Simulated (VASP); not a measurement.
A convergence study with VASP on AlN (space group F-43m): one setting is varied, all else stays as given below, so the limit is that of these other settings. Each run relaxes cell and ions from the cell shown. The basis is that of the starting cell, so low cut-offs carry a Pulay error.

```
CELL_PARAMETERS angstrom
      0.00000     2.20095     2.20095
      2.20095     0.00000     2.20095
      2.20095     2.20095     0.00000
ATOMIC_POSITIONS crystal
  Al 0.00000 0.00000 0.00000
  N  0.25000 0.25000 0.25000
```

Calculation: PBEsol GGA, VASP's PBE PAW potentials (set 64) (plane waves; VASP). The tightest run used: 800 eV cut-off, 10×10×10 Γ-centred mesh, Fermi-Dirac smearing of 0.050 eV, potentials Al N.

Gaps are read on the run's mesh, which can miss a band edge.

**Question.** The settings run are ENCUT = 200; ENCUT = 240; ENCUT = 280; ENCUT = 340; ENCUT = 400; ENCUT = 480; ENCUT = 600; ENCUT = 800. From which on does the relaxed volume stay within 0.05 Å³/atom of the tightest run?

**Answer.** From ENCUT = 480 on: it is off by 0.009 there and by no more than 0.05 in any finer run, while ENCUT = 400 is off by 0.147.
| setting | relaxed volume (Å³/atom) | E (eV/atom) | gap on the mesh (eV) | plane waves | difference judged (Å³/atom) |
|---|---|---|---|---|---|
| ENCUT = 200 | 8.535 | -8.4549 | 3.132 | 144 | 1.952 |
| ENCUT = 240 | 9.089 | -8.0638 | 3.147 | 190 | 1.398 |
| ENCUT = 280 | 9.554 | -7.8810 | 3.194 | 259 | 0.933 |
| ENCUT = 340 | 10.050 | -7.8223 | 3.200 | 318 | 0.437 |
| ENCUT = 400 | 10.340 | -7.8109 | 3.189 | 396 | 0.147 |
| ENCUT = 480 | 10.479 | -7.8066 | 3.184 | 531 | 0.009 |
| ENCUT = 600 | 10.478 | -7.8067 | 3.184 | 728 | 0.009 |
| ENCUT = 800 | 10.487 | -7.8091 | 3.184 | 1109 | 0.000 |

Left out are rungs that failed or repeat a setting and relaxations that didn't move; long series are thinned to 24 rows.

The structure is a typed AlN crystal (space group no. 216).
